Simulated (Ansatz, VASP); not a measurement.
# InCl3 (InCl3 (P6_3/mmc)): VASP beside Ansatz, part 2 of 2

Aim: how closely do two programs agree when they are given the same cell, functional and k mesh? The cell is taken from a series of runs on this material, whose earlier steps may have relaxed, scaled, displaced or heated it; both programs get it as it stands.

VASP 6.6.1 and Ansatz 0.2.0.

So far: Starting point; VASP: relaxation of cell and atoms, PBEsol.

### 3. Ansatz: relaxation of cell and atoms, PBEsol

Level of this step: Ansatz beside VASP: Kohn-Sham DFT, plane waves, PBEsol (Ansatz).

Ansatz runs on its PAW soft_1 files.

The same cell, functional, mesh and smearing now go to Ansatz.

Input file input.yaml:

```yaml
crystal:
  lattice:
    - [9.5886843, 0.0, 0.0]
    - [-4.7943422, 8.3040442, 0.0]
    - [0.0, 0.0, 3.4114467]
  atoms:
    - { symbol: In, position: [0.66666667, 0.33333333, 0.25] }
    - { symbol: In, position: [0.33333333, 0.66666667, 0.75] }
    - { symbol: Cl, position: [0.78183749, 0.21816251, 0.75] }
    - { symbol: Cl, position: [0.43632502, 0.21816251, 0.75] }
    - { symbol: Cl, position: [0.78183749, 0.56367498, 0.75] }
    - { symbol: Cl, position: [0.21816251, 0.78183749, 0.25] }
    - { symbol: Cl, position: [0.56367498, 0.78183749, 0.25] }
    - { symbol: Cl, position: [0.21816251, 0.43632502, 0.25] }
basis:
  ecutwfc: 420
  xc_grid: 2
hamiltonian:
  xc: pbesol
  pseudopotentials: { kind: paw, azcp: { folder: soft_1 }, xc_functional: pbe }
kpoints:
  mp_grid: { grid: [4, 4, 8] }
scf:
  occupations: { method: fermi_dirac, width: 0.01 }
  max_iter: 150
output:
  forces: true
  stress: true
relax:
  f_tol: 0.01
  max_steps: 60
  cell: {}
checkpoint:
  write: "../pbesol.run"
  compress: false
  write_wavefunctions: false
  write_every: 100000
```

Run with:

```sh
> ansatz run input.yaml --threads 4 --pin off --max-ram 15073MiB --backend cpu --events-out ev --progress --plain --runs-dir out
```

Numbers of over 12 decimals in the logs are rounded to 6 here.

What it wrote:

```text
Engine: ansatz 0.2.0, aarch64-unknown-linux-gnu
Pseudopotentials: kind: paw
Pseudopotential: In, paw, valence charge 13, recommended cutoff 420 eV (normal), soft_1/In.paw.azcp
Pseudopotential: Cl, paw, valence charge 7, recommended cutoff 420 eV (normal), soft_1/Cl.paw.azcp
Functional definition: PBEsol
  exchange = pbesol_x
  correlation = pbesol_c
Crystal: 8 atoms, lattice volume = 271.636 Å³
Basis set: ecut = 420 eV, 5297 PW (Γ), exchange–correlation on 144×144×48 points (8 copies of the dense FFT grid, shifted against one another)
Bands: 42, of which v1, the nominal top of the filled ones, is band 34 counted from 1 (33 counted from 0)
Symmetry: 24 space group operations
Space group: P63/mmc (ITA 194), of the structure as read, at distance tolerance 6.5e-5 Å
k-points: 20 of 128
Non-local potential: In, projectors of the file, l = 0: 2, l = 1: 2, l = 2: 2, l = 3: 1
Non-local potential: Cl, projectors of the file, l = 0: 2, l = 1: 2, l = 2: 1
PAW form: soft (Blöchl's): semilocal exchange-correlation on the pseudo side does not see the compensation charge
PAW frozen core: In, regenerated for the run's functional, and the local potential with it (the file was generated under x = pbe(κ = 0.804, μ = 0.219515), c = pbe(β = 0.066725))
PAW frozen core: Cl, regenerated for the run's functional, and the local potential with it (the file was generated under x = pbe(κ = 0.804, μ = 0.219515), c = pbe(β = 0.066725))
PAW one-centre angular grid: In, 590 points (default); XC on 64 Gauss nodes
PAW one-centre angular grid: Cl, 110 points (default); XC on 64 Gauss nodes
Initial density: superposition of atomic densities (chi_scale 0.1, normalization cell, long waves kept (reshape's long-wave potential 0.46 eV rms))
Initial wavefunctions: pseudopotential atomic-orbital guess
Functional: x = pbesol(κ = 0.804, μ = 0.123457), c = pbesol(β = 0.046)
SCF iter   1: F=—  HF=-17426.743106 eV  |F-HF|=—  |Δ(HF+E_count)|=         —  Δρ=4.18e-2  dr2=1.01e1  ethr=3.10e-3  ⟨swp⟩=10.1  Hψ=4438  notcnv=0
preconditioner: auto → Resta (q_TF=auto, 2.166 Å⁻¹)  ε∞=2.8  [insulator: Δε(μ)=2.470 eV  Ē_g=13.807 eV  σ=0.010 eV  W_gap=1.00  n_scr=44 (ndim 8)  ℏωp=18.6 eV  f_vac=0.214  D(μ)=0.00/eV (n_scr^D=0)  ε∞_Penn≈2.8  vacuum switching on, ρ_ref=1.4e-2 e/Å³]
SCF iter   2: F=—  HF=-17423.884308 eV  |F-HF|=—  |Δ(HF+E_count)|=    2.86e0  Δρ=1.18e-2  dr2=3.98e-1  ethr=3.10e-3  ⟨swp⟩=3.8  Hψ=2208  notcnv=0  defer=32
SCF iter   3: F=—  HF=-17423.718121 eV  |F-HF|=—  |Δ(HF+E_count)|=   1.66e-1  Δρ=4.84e-3  dr2=6.10e-2  ethr=5.85e-4  ⟨swp⟩=4.0  Hψ=1599  notcnv=0  defer=32
SCF iter   4: F=—  HF=-17423.698456 eV  |F-HF|=—  |Δ(HF+E_count)|=   1.97e-2  Δρ=6.55e-4  dr2=1.70e-3  ethr=8.98e-5  ⟨swp⟩=3.3  Hψ=1430  notcnv=0  defer=32
SCF iter   5: F=—  HF=-17423.700050 eV  |F-HF|=—  |Δ(HF+E_count)|=   1.59e-3  Δρ=2.94e-4  dr2=2.10e-4  ethr=2.50e-6  ⟨swp⟩=2.1  Hψ=1618  notcnv=0  defer=32
SCF iter   6: F=—  HF=-17423.700266 eV  |F-HF|=—  |Δ(HF+E_count)|=   2.16e-4  Δρ=8.62e-5  dr2=1.70e-5  ethr=3.08e-7  ⟨swp⟩=2.0  Hψ=1613  notcnv=0  defer=32
SCF iter   7: F=—  HF=-17423.700262 eV  |F-HF|=—  |Δ(HF+E_count)|=   3.38e-6  Δρ=1.74e-5  dr2=9.49e-7  ethr=2.50e-8  ⟨swp⟩=2.4  Hψ=1428  notcnv=0  defer=32
SCF iter   8: F=—  HF=-17423.700263 eV  |F-HF|=—  |Δ(HF+E_count)|=   9.13e-7  Δρ=7.33e-6  dr2=1.41e-7  ethr=1.47e-10  ⟨swp⟩=5.2  Hψ=3519  notcnv=0
SCF iter   9: F=-17423.700263 eV  HF=-17423.700263 eV  |F-HF|=7.42e-10  |Δ(HF+E_count)|=   1.57e-8  Δρ=5.88e-7  dr2=2.20e-9  ethr=1.47e-10  ⟨swp⟩=5.0  Hψ=3051  notcnv=0
SCF 1 converged in 9 iterations: F = -17423.700263 eV  dr2 = 2.20e-9
  greatest PAW one-centre occupation: 0.986 electrons in one spin orbital (limit 2), on the In atom at site 1 (counted from 0), in its partial waves of l = 2
relax step   1: F+E_penalty+E_count = -17423.70026318 eV  Δ(F+E_penalty+E_count) = +0.000e0 eV  max|allowed force component| = 1.029e-1 eV/Å  Δτ_max = 0.0000 Å  P = -0.444 GPa  Ω = 271.636 Å³  (9 SCF iters, dr2 threshold 1.00e-7 eV, accepted)
[...]
relax step   5: F+E_penalty+E_count = -17423.70553188 eV  Δ(F+E_penalty+E_count) = -6.075e-5 eV  max|allowed force component| = 3.790e-4 eV/Å  Δτ_max = 0.0018 Å  P = +0.009 GPa  Ω = 272.231 Å³  energy of the carried Pulay correction = -3.240e-5 eV  (6 SCF iters, accepted)
[...]
relax step   6: F+E_penalty+E_count = -17423.70562314 eV  Δ(F+E_penalty+E_count) = -9.126e-5 eV  max|allowed force component| = 4.795e-3 eV/Å  Δτ_max = 0.0095 Å  P = +0.031 GPa  Ω = 274.821 Å³  energy of the carried Pulay correction = -1.721e-4 eV  (8 SCF iters, accepted)
[...]
relax step   7: F+E_penalty+E_count = -17423.70560267 eV  Δ(F+E_penalty+E_count) = +2.046e-5 eV  max|allowed force component| = 2.736e-3 eV/Å  Δτ_max = 0.0045 Å  P = +0.017 GPa  Ω = 276.204 Å³  energy of the carried Pulay correction = -2.458e-4 eV  (7 SCF iters, accepted)
[...]
relax step   8: F+E_penalty+E_count = -17423.70585241 eV  Δ(F+E_penalty+E_count) = -2.497e-4 eV  max|allowed force component| = 2.712e-3 eV/Å  Δτ_max = 0.0000 Å  P = +0.017 GPa  Ω = 276.204 Å³  stress off target by 2.79e-2 GPa  SCF on the basis re-selected at this cell (its energy is not comparable with the rows above)  (5 SCF iters)
basis re-selected at this cell: Δ(F+E_penalty+E_count) = -2.497e-4 eV, ΔP = +0.000 GPa vs the last step (what re-selecting the basis moved, of the pressure what is left beyond the Pulay correction that the steps carried, after the strain that the cell walked since its last selection, with what the two solves' SCF thresholds leave and, on support functions, any second-order correction that the steps lacked; it is no m [...]
SCF converged after 5 iterations
Free energy (F): -17423.705852 eV
Harris-Foulkes:  -17423.705852 eV  (|F-HF|=8.11e-10)
Internal energy: -17423.705852 eV  (E = F + TS)
E sigma→0 (E₀):  -17423.705852 eV
Fermi energy:    1.427267 eV
--- Per-component energies (eV) ---
  E_band       = -482.196368
  E_kinetic    = 1351.589210
  E_local      = -6964.572814  (includes V_loc(G=0)·N_el)
  E_nonlocal   = 850.879488
  E_hartree    = 2865.536885
  E_xc         = -915.619334
  E_vxc        = -867.924846  (∫ρ·V_xc dr)
  E_paw        = -12132.767596  (= ΣΔE_a)
  E_vpaw       = -583.242072  (= ΣTr[D̂ρ^β])
  E_aug_tail   = 0.000955  (compensation charges beyond the density's cutoff)
  E_ewald      = -2479.695047
  E_core_change = 0.942400  (= ΣΔE_core)
  E_smearing   = -0.000000  (= −TS)
  E_closure    = -0.000000  (closes the sum)
  Σ components = -17423.705852   (vs F -17423.705852, Δ=0.00e0)
--- Forces (eV/Å), atoms counted from 1 ---
  atom   1  In    -0.00000000     0.00000000     0.00000000
  atom   2  In     0.00000000    -0.00000000     0.00000000
  atom   3  Cl     0.00234903    -0.00135621     0.00000000
  atom   4  Cl    -0.00234903    -0.00135621     0.00000000
  atom   5  Cl    -0.00000000     0.00271243     0.00000000
  atom   6  Cl    -0.00234903     0.00135621     0.00000000
  atom   7  Cl     0.00234903     0.00135621     0.00000000
  atom   8  Cl     0.00000000    -0.00271243     0.00000000
  max |Σ_I F_I| component: 1.95e-18 eV/Å
--- Stress (GPa, compression-positive) ---
        0.011681       0.000000       0.000000
        0.000000       0.011681       0.000000
        0.000000       0.000000       0.027884
  P = ⅓ Tr σ = 0.0171 GPa (0.171 kbar)
--- Relaxed structure (7 steps of the walk, 7 accepted, 1 SCFs on fresh bases) ---
  F+E_penalty+E_count = -17423.70585241 eV   max|allowed force component| = 2.712e-3 eV/Å   (the final SCF, on the basis selected at the relaxed cell)
  cell:  # Å, volume = 276.2038 Å³
    - [9.695337, 2.9188599125711183e-8, 0.0]
    - [-4.847668, 8.396408, 0.0]
    - [0.0, 0.0, 3.392917]
  atoms:
    - { symbol: In, position: [0.666667, 0.333333, 0.25] }
    - { symbol: In, position: [0.333333, 0.666667, 0.750000] }
    - { symbol: Cl, position: [0.780195, 0.219805, 0.750000] }
    - { symbol: Cl, position: [0.439611, 0.219805, 0.750000] }
    - { symbol: Cl, position: [0.780195, 0.560389, 0.750000] }
    - { symbol: Cl, position: [0.219805, 0.780195, 0.25] }
    - { symbol: Cl, position: [0.560389, 0.780195, 0.25] }
    - { symbol: Cl, position: [0.219805, 0.439611, 0.25] }
```

### 4. Comparison

Known differences besides the potentials themselves: the cutoff is 420 eV in Ansatz and 500 eV in VASP; Ansatz makes its cores anew for this functional, VASP keeps those of its PBE data sets; Ansatz adds a Pulay correction to the stress that steers its cell, VASP none. Total energies have different zeros and are not compared.

Both answers:

| quantity | Ansatz | VASP | difference |
| --- | --- | --- | --- |
| volume (Å³) | 276.20 | 269.03 | +2.67 % |
| edge a after relaxation, in the typed setting (Å) | 9.695 | 9.568 | +1.33 % |
| edge c after relaxation, in the typed setting (Å) | 3.393 | 3.393 | -0.01 % |

### 5. Summary of results

| Quantity | Value |
| --- | --- |
| difference in volume (relaxation of cell and atoms, PBEsol) | 2.7 % |

The difference in volume is 2.7 % (relaxation of cell and atoms, PBEsol), beyond the 1.2 % picked in this series as the mark of a large difference, as far as the stopping tolerances let one tell. What causes the difference of the relaxation of cell and atoms, PBEsol pair stays open here. Such differences can come from data sets, numerical settings and the points named under the comparisons, not from the functional's error against experiment.

[Lines on the potential files, build, host, timing and source positions are cut from VASP's logs without a mark.]

[Logs are printed without paths, hosts, clocks, repeated set-up lines and the standing remarks that a program may print on its own settings, such as how far it seeks lower states.]

[Hosts, paths, dates, database ids (printed as entryN), source tags and the programs' standing remarks are cut or masked in the printed files.]
